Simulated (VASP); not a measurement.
Input:

```
Al
1.0
    0.00000     1.99102     1.99102
    1.99102     0.00000     1.99102
    1.99102     1.99102     0.00000
Al
1
Cartesian
  0.00000   0.00000   0.00000
```

These are r2SCAN meta-GGA, VASP's PBE PAW potentials (set 64) (plane waves; VASP) values and carry that method's errors. Settings: 400 eV cut-off, 14×14×14 Γ-centred mesh, first-order Methfessel-Paxton smearing of 0.10 eV, potentials Al.

Problem. Estimate the energy per atom (σ→0), band gap (on the k-mesh) with the smallest direct gap where there is one.

Solution. 
```yaml
band gap (on the k-mesh): none (metal, semimetal or under 0.01 eV)
energy per atom (σ→0): -6.733 eV/atom
```

The structure comes from a computed database's Al entry (Fm-3m); how it stands against other phases isn't given here. It was relaxed first. The start is the result of an earlier pass.
